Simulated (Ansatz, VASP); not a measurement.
## Two plane-wave programs on Si2B2C

```
Si B C
1.0
     4.38165    0.00000    0.00000
     0.00000    4.38165    0.00000
     0.00000    0.00000    2.83363
Si B C
2 2 1
Direct
  0.00000 0.50000 0.50000
  0.50000 0.00000 0.50000
  0.00000 0.00000 0.50000
  0.50000 0.50000 0.00000
  0.00000 0.00000 0.00000
```

Alike in both runs: functional PBE; k mesh 6 × 6 × 4; occupations gaussian, width 0.1 eV; no spin polarisation.

Ansatz relaxed the structure, and its values are those at the end. VASP's run is a single point on that final structure, the one shown.

|  | VASP | Ansatz |
| --- | --- | --- |
| version | VASP 6.6.1 | Ansatz 0.2.0 |
| potentials or method | VASP PAW PBE potentials, release 64 (Si, B, C) | scalar-relativistic, plane waves, PAW |
| plane-wave cutoff (eV) | 520 | 420 |
| valence electrons in the cell | 18 | 18 |

|  | VASP | Ansatz | Ansatz less VASP |
| --- | --- | --- | --- |
| gap on the k mesh at the Fermi level (eV) | none | none | - |
| pressure (GPa) | 0.1 | 0.1 | +0.02 |

A gap of «none» marks a metal or a gap that the smearing closes.

Caveats: the k mesh is coarse (spacing up to 0.55 Å⁻¹), so the values aren't converged.
